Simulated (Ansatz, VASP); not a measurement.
# In3Cl in VASP and in Ansatz

File INCAR:

```
PREC     = Accurate       # precision mode
ENCUT    = 520            # plane-wave cutoff, eV
EDIFF    = 1E-7           # SCF threshold, eV
ISMEAR   = -1             # smearing method
SIGMA    = 0.05           # smearing width, eV
LREAL    = False          # projectors in reciprocal space
LASPH    = True           # aspherical terms in the spheres
NELM     = 100            # most SCF steps
ALGO     = Normal         # electronic algorithm
ISIF     = 2              # what is computed and relaxed
LWAVE    = False          # write WAVECAR
LCHARG   = True           # write CHGCAR
GGA      = PE             # functional
LELF     = True           # ELF
LVHAR    = True         
NBANDS   = 56             # bands
```

KPOINTS

```
Automatic mesh
0
Gamma
  5 5 5
```

The input POSCAR:

```
In3Cl
1.0
    6.5809978050      0.0000000000      0.0000000000
   -3.2904989025      5.6993112814      0.0000000000
    0.0000000000      0.0000000000      6.1189380000
In Cl
6 2
Direct
    0.1532280000      0.3294430000      0.2483020000
    0.1584300000      0.8285300000      0.2456720000
    0.6699670000      0.8359900000      0.2505670000
    0.8400110000      0.6758620000      0.7485840000
    0.8390520000      0.1672910000      0.7381390000
    0.3324380000      0.1623720000      0.7464660000
    0.3321580000      0.6670050000      0.7524530000
    0.6686130000      0.3431360000      0.2475790000
```

The input input.yaml:

```yaml
crystal:
  lattice:
    - [6.580997805, 0.0, 0.0]
    - [-3.2904989025, 5.6993112814, 0.0]
    - [0.0, 0.0, 6.118938]
  atoms:
    - { symbol: In, position: [0.153228, 0.329443, 0.248302] }
    - { symbol: In, position: [0.15843, 0.82853, 0.245672] }
    - { symbol: In, position: [0.669967, 0.83599, 0.250567] }
    - { symbol: In, position: [0.840011, 0.675862, 0.748584] }
    - { symbol: In, position: [0.839052, 0.167291, 0.738139] }
    - { symbol: In, position: [0.332438, 0.162372, 0.746466] }
    - { symbol: Cl, position: [0.332158, 0.667005, 0.752453] }
    - { symbol: Cl, position: [0.668613, 0.343136, 0.247579] }
hamiltonian:
  xc: pbe
  pseudopotentials: { kind: paw }
kpoints:
  mp_grid: { grid: [5, 5, 5] }
scf:
  occupations: { method: fermi_dirac, width: 0.05 }
output:
  forces: true
  stress: true
  eigenvalues: true
  write_density: true
  write_potential: true
  elf: true
  volumetric_format: npy
```

Change from the starting cell: atoms moved at random, drawn with an rms of 0.05 Å.

Alike in both runs: task single point; functional PBE; k mesh 5 × 5 × 5; occupations fermi-dirac, width 0.05 eV; no spin polarisation.

```csv
,VASP,Ansatz
version,VASP 6.6.1,Ansatz 0.2.0
potentials or method,"VASP PAW PBE potentials, release 64 (In_d, Cl)",Ansatz PAW
plane-wave cutoff (eV),520,420
valence electrons in the cell,92,92
```

|  | VASP | Ansatz | Ansatz less VASP |
| --- | --- | --- | --- |
| gap on the k mesh at the Fermi level (eV) | none | none | - |
| pressure (GPa) | 0.2 | 0.2 | +0.04 |
| largest component of the traceless stress (GPa) | 0.38 | 0.37 | -0.002 |
| rms of the force components (eV/Å) | 0.051 | 0.051 | 0.0000 |

Atom by atom the forces differ by 0.000 eV/Å (rms over components). A gap of «none» marks a metal or a gap that the smearing closes. With one functional, cell and mesh, what is left measures potentials, basis and numerics.
